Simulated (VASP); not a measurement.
Level of theory: r2SCAN meta-GGA, VASP's PBE PAW potentials (set 64) (plane waves; VASP 6.6.1).

Input for VASP

File POSCAR:
```
Er
1
    3.2091114583     0.0000000000    -0.0000000000
   -0.0000000000     3.2091114583    -0.0000000000
    0.0000000000     0.0000000000     3.2091114583
Er
1
Direct
  0.0000000000   0.0000000000   0.0000000000
```

INCAR:
```
SYSTEM=Er
PREC=Accurate; ENCUT=400; LREAL=.False.
LASPH=.True.
EDIFF=1E-6; NELM=100; ALGO=Normal
LMAXMIX=6; LMIXTAU=.True.
ISMEAR=1; SIGMA=0.1
METAGGA=R2SCAN
IBRION=2; NSW=60; ISIF=3
EDIFFG=-0.01
LWAVE=.False.; LCHARG=.False.
```

**KPOINTS**
```
kpoints
0
gamma
  10 10 10
```

POTCAR, in this order: Er_3 (PBE.64 set). Program: vasp_std.

Output

OSZICAR:
```
       N       E                     dE             d eps       ncg     rms          rms(c)
DAV:   1    -0.295127355782E+02   -0.29513E+02   -0.42919E+03  1344   0.861E+02
DAV:   2    -0.337770910834E+02   -0.42644E+01   -0.41283E+01  1064   0.561E+01
DAV:   3    -0.340206839902E+02   -0.24359E+00   -0.22716E+00  1560   0.135E+01
DAV:   4    -0.340218667259E+02   -0.11827E-02   -0.11825E-02  1120   0.109E+00
DAV:   5    -0.340218834501E+02   -0.16724E-04   -0.16724E-04  1560   0.201E-01    0.168E+01
DAV:   6    -0.328589675452E+02    0.11629E+01   -0.34716E-01  1400   0.112E+01    0.895E+00
DAV:   7    -0.330646267934E+02   -0.20566E+00   -0.12943E-01  1448   0.455E+00    0.136E+00
DAV:   8    -0.328874116905E+02    0.17722E+00   -0.14023E-01  1352   0.434E+00    0.230E-01
DAV:   9    -0.330171036941E+02   -0.12969E+00   -0.13686E-01  1176   0.245E+00    0.473E-01
DAV:  10    -0.329974645783E+02    0.19639E-01   -0.11120E-02  1264   0.785E-01    0.658E-01
DAV:  11    -0.329882740983E+02    0.91905E-02   -0.13465E-03  1352   0.264E-01    0.716E-01
DAV:  12    -0.330169517394E+02   -0.28678E-01   -0.12653E-02  1432   0.984E-01    0.217E-01
DAV:  13    -0.330169075119E+02    0.44227E-04   -0.98132E-05  1224   0.995E-02    0.214E-01
DAV:  14    -0.330169240623E+02   -0.16550E-04   -0.10420E-05  1536   0.378E-02    0.180E-01
DAV:  15    -0.330168572737E+02    0.66789E-04   -0.16078E-04  1416   0.123E-01    0.851E-02
DAV:  16    -0.330168371605E+02    0.20113E-04   -0.47027E-05  1488   0.807E-02    0.382E-02
DAV:  17    -0.330168323585E+02    0.48020E-05   -0.31961E-06  1344   0.238E-02    0.228E-02
DAV:  18    -0.330168317676E+02    0.59089E-06   -0.31536E-07   696   0.843E-03
   1 F= -.33016832E+02 E0= -.33017162E+02  d E =-.330168E+02
       N       E                     dE             d eps       ncg     rms          rms(c)
DAV:   1    -0.330169769437E+02   -0.14459E-03   -0.31023E-03  1344   0.898E-01    0.765E-02
DAV:   2    -0.330168605340E+02    0.11641E-03   -0.15709E-04  1472   0.223E-01    0.300E-02
DAV:   3    -0.330168267182E+02    0.33816E-04   -0.11410E-04  1440   0.181E-01    0.105E-02
DAV:   4    -0.330168298275E+02   -0.31093E-05   -0.65016E-06  1472   0.344E-02    0.788E-03
DAV:   5    -0.330168332577E+02   -0.34302E-05   -0.14917E-06   872   0.169E-02    0.964E-04
DAV:   6    -0.330168331896E+02    0.68064E-07   -0.10568E-07   512   0.683E-03
   2 F= -.33016833E+02 E0= -.33017152E+02  d E =-.142206E-05
```

**OUTCAR**
```
------------------------ aborting loop because EDIFF is reached ----------------------------------------
  FORCE on cell =-STRESS in cart. coord.  units (eV):
  Direction    XX          YY          ZZ          XY          YZ          ZX
  --------------------------------------------------------------------------------------
  Total        0.0025164      0.0025164      0.0025164      0.0000000      0.0000000      0.0000000
  in kB        0.1222426      0.1222426      0.1222426      0.0000000      0.0000000      0.0000000
  external PRESSURE =       0.1222426 kB  Pullay stress =       0.0000000 kB
  volume of cell :       32.98
      direct lattice vectors                 reciprocal lattice vectors
     3.206913537 -0.000000000 -0.000000000     0.311826305  0.000000000 -0.000000000
    -0.000000000  3.206913537 -0.000000000     0.000000000  0.311826305  0.000000000
     0.000000000 -0.000000000  3.206913537     0.000000000  0.000000000  0.311826305
 POSITION                                       TOTAL-FORCE (eV/Angst)
 -----------------------------------------------------------------------------------
      0.00000      0.00000      0.00000        -0.000000      0.000000      0.000000
 -----------------------------------------------------------------------------------
    total drift:                               -0.000000      0.000000      0.000000
  FREE ENERGIE OF THE ION-ELECTRON SYSTEM (eV)
  ---------------------------------------------------
  free  energy   TOTEN  =       -33.0168331896 eV

  energy  without entropy=      -33.0177890944  energy(sigma->0) =      -33.01715182

 reached required accuracy - stopping structural energy minimisation
```
(Selected blocks of OUTCAR.)

CONTCAR:
```
Er
   1.00000000000000
     3.2069135369633641   -0.0000000000000000   -0.0000000000000000
    -0.0000000000000000    3.2069135369633641   -0.0000000000000000
     0.0000000000000000   -0.0000000000000000    3.2069135369633641
  Er
     1
Direct
     0.0000000000000000    0.0000000000000000    0.0000000000000000
```

The 4f electrons are frozen in the core of the lanthanide potential, so 4f levels, which can set the real gap, and their magnetism are missing.

The structure was generated: Er was put into the simple-cubic type (Pm-3m), which need not be its known phase. This run relaxes it. Symmetry was kept, so distortions that lower it aren't found. The start is the result of an earlier pass.
